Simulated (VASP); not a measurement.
CsLiCr2Te2S3 under changes of volume

One of the cells (29.884 Å³/atom); the others are scaled copies at fixed shape and fractional positions:

```
Cs Li Cr Te S
1.0
     3.44428   -5.21500    0.00789
     3.44428    5.21500    0.00789
    -2.92334    0.00000    7.48014
Cs Li Cr Te S
1 1 2 2 3
Direct
  0.09374 0.09374 0.00853
  0.58875 0.58875 0.55336
  0.05646 0.46755 0.55790
  0.46755 0.05646 0.55790
  0.56486 0.87357 0.29035
  0.87357 0.56486 0.29035
  0.81151 0.39697 0.73347
  0.39697 0.81151 0.73347
  0.21404 0.21404 0.48371
```

The cell was built by a generator and needn't be a form met in nature.

- Program: VASP 6.6.1
- Functional: PBE
- Potentials or basis: VASP PAW PBE potentials, release 64 (Cs_sv, Li_sv, Cr_pv, Te, S)
- Cutoff: 520 eV
- k mesh: 5 × 5 × 4
- Occupations: fermi-dirac, width 0.05 eV
- Spin: collinear spin, ferromagnetic start
- Starting moments: [0.0, 0.0, 3.0, 3.0, 0.0, 0.0, 0.0, 0.0, 0.0] μB

```csv
volume (Å³/atom),energy over the lowest point (meV/atom),moment (μB per cell),largest force (eV/Å)
27.540,12.66,4.00,0.620
28.126,?,?,?
28.712,0.03,4.01,0.194
29.884,0.00,4.02,0.171
30.470,3.90,4.03,0.333
31.056,10.04,4.04,0.483
```

Task: What does the run at 28.126 Å³/atom give?

Result: Energy over the lowest point 4.59 meV/atom; moment 4.00 μB per cell; largest force 0.399 eV/Å.

Worked out: A Birch-Murnaghan fit of order 3 (a polynomial in V^(-2/3)) to the other rows has its minimum at 29.29 Å³/atom with B0 = V·E''(V) = 38 GPa and B' = 4.6 at fixed shape and positions, which overstates the stiffness. It gives 4.59 meV/atom at 28.126 Å³/atom, against the run's 4.59. A straight line through the other rows of the moment, of slope 0.011 μB per Å³/atom, gives 4.00 μB, against the run's 4.00.

Energies are extrapolated to zero smearing.

Caveats: the cutoff is under 1.25 times the usual one of these potentials, so pressure, stress and relaxed cells hold a basis-set (Pulay) error; only a ferromagnetic start was run, and an antiferromagnetic order may lie lower in energy.
